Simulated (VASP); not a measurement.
```
Zn
1.0
    1.32278    -2.29112     0.00000
    1.32278     2.29112     0.00000
    0.00000     0.00000     4.64146
Zn
2
Direct
  0.33333   0.66667   0.25000
  0.66667   0.33333   0.75000
```

Computed with AM05 GGA, VASP's PBE PAW potentials (set 64) (plane waves; VASP). Numerical set-up: 520 eV cut-off, Gaussian smearing of 0.050 eV, potentials Zn.

Q: Give the energies of bands 11 to 15 at the high-symmetry points, in eV from the Fermi level.

A: 
| band | Γ | M | K | A | L | H |
|---|---|---|---|---|---|---|
| 11 | -7.23 | -3.35 | -0.39 | -7.35 | -2.26 | 0.58 |
| 12 | -3.82 | -2.53 | -0.39 | -7.35 | -2.26 | 0.58 |
| 13 | -2.29 | 3.20 | -0.33 | 5.97 | 0.07 | 1.63 |
| 14 | 16.39 | 3.59 | 5.48 | 5.97 | 0.07 | 1.63 |
| 15 | 17.24 | 4.92 | 6.35 | 18.77 | 11.47 | 2.15 |

It has no gap at this level: it comes out as a metal or semimetal.

The compound is Zn in the hcp structure. It was relaxed first, which changed the volume by -7 %.
